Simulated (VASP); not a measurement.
Energy against volume of BN (wurtzite). Method: MS2 meta-GGA, VASP's PBE PAW potentials (set 64) (plane waves; VASP). Numerical set-up: 520 eV cut-off, 10×10×5 Γ-centred mesh, Gaussian smearing of 0.050 eV, potentials B N.

Shape and ions are relaxed at each volume.

| V (Å³/atom) | E (eV/atom) |
|---|---|
| 5.694 | -10.57830 |
| 5.870 | -10.58587 |
| 6.046 | -10.58030 |
| 6.222 | -10.56323 |

Question: Fit these four points and predict the energy of the run at 5.517 Å³/atom.

Answer: A cubic in V^(−2/3), the third-order Birch-Murnaghan form, passes through the four points with V0 = 5.88 Å³/atom and B0 = 396 GPa, and gives -10.5556 eV/atom there. The run gave -10.5556 eV/atom, +0.0 meV/atom from the fit; all five points give B0 = 397 GPa.

The compound is BN in the wurtzite structure, a metastable high-pressure form. It was relaxed first.
